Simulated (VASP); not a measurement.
Given:

```xyz
3
Lattice="2.0415 -3.5360 0.0000 2.0415 3.5360 0.0000 0.0000 0.0000 5.3880" Properties=species:S:1:pos:R:3 pbc="T T T"
Te     2.0415     1.1787     1.3629
Te     2.0415    -1.1787     4.0251
Pt     0.0000     0.0000     0.0000
```

All values below come from PBE GGA, VASP's PBE PAW potentials (set 64) (plane waves; VASP 6.6.1). Settings: 520 eV cut-off, 10×10×7 Γ-centred mesh, tetrahedra with Blöchl corrections, potentials Te Pt.

The cores are frozen, which limits the accuracy of field gradients.

Give the principal components of the electric field gradient (V/Å²) and the asymmetry η at each nucleus.

```tsv
atom	Vxx	Vyy	Vzz	η
Te1	4.7	4.7	-9.4	0.00
Te2	4.7	4.7	-9.4	0.00
Pt3	-58.5	-58.5	117.0	0.00
```

The compound is PtTe2 in the 1T layered structure. It was relaxed first, which changed the volume by +6 %.
